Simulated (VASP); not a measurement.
A VASP calculation is set up with these files.

**POSCAR**
```
CuAu
1
    3.0213693474     0.0000000000    -0.0000000000
    0.0000000000     3.0213693474    -0.0000000000
    0.0000000000     0.0000000000     3.4732454841
Cu Au
1 1
Direct
  0.0000000000   0.0000000000   0.0000000000
  0.5000000000   0.5000000000   0.5000000000
```

### INCAR
```
# general
SYSTEM  =CuAu
PREC    =Accurate
ENCUT   =520
LREAL   =.False.
LASPH   =.True.

# electronic loop
EDIFF   =1E-7
NELM    =100
ALGO    =Normal
LMAXMIX =6

# smearing
ISMEAR  =1
SIGMA   =0.1

# functional
GGA     =ML
LUSE_VDW=.True.
AGGAC   =0.0
ZAB_VDW =-1.8867

# ions
IBRION  =2
NSW     =30
ISIF    =4
EDIFFG  =-0.01

# output
LWAVE   =.False.
LCHARG  =.False.
```

**KPOINTS**
```
K-points
0
Gamma
 12 12 10
0 0 0
```

POTCAR, in this order: Cu Au (PBE.64 set). Program: vasp_std.

### Question
Translate this vdW-DF2 calculation to Quantum ESPRESSO's pw.x.

### Answer
One equivalent input (not run):
```
&CONTROL
  calculation = 'vc-relax'
  pseudo_dir = './pseudo'
  outdir = './out'
  tprnfor = .true.
  tstress = .true.
  nstep = 30
  forc_conv_thr = 0.00039
/
&SYSTEM
  ibrav = 0
  nat = 2
  ntyp = 2
  ecutwfc = 92
  occupations = 'smearing'
  smearing = 'methfessel-paxton'
  degauss = 0.00735
  input_dft = 'vdw-df2'
/
&ELECTRONS
  conv_thr = 7.3e-09
  electron_maxstep = 100
/
&IONS
/
&CELL
  cell_dofree = 'shape'
/
ATOMIC_SPECIES
  Cu 63.546 Cu.upf
  Au 196.967 Au.upf
CELL_PARAMETERS angstrom
     3.0213693    0.0000000   -0.0000000
     0.0000000    3.0213693   -0.0000000
     0.0000000    0.0000000    3.4732455
ATOMIC_POSITIONS crystal
  Cu   0.0000000  0.0000000  0.0000000
  Au   0.5000000  0.5000000  0.5000000
K_POINTS automatic
  12 12 10 0 0 0
```
What does not carry over: the potentials are each code's own (VASP's PAW set, PseudoDojo norm-conserving files in pw.x), so ENCUT and ecutwfc are chosen apart and not converted; conv_thr bounds pw.x's estimated SCF error, while EDIFF bounds the energy change between steps; forc_conv_thr acts on force components and is met together with etot_conv_thr.

The compound is CuAu in the L1_0 structure. This cell is one point of a volume scan, at 0.94 of the reference volume. Symmetry was kept, so distortions that lower it aren't found.
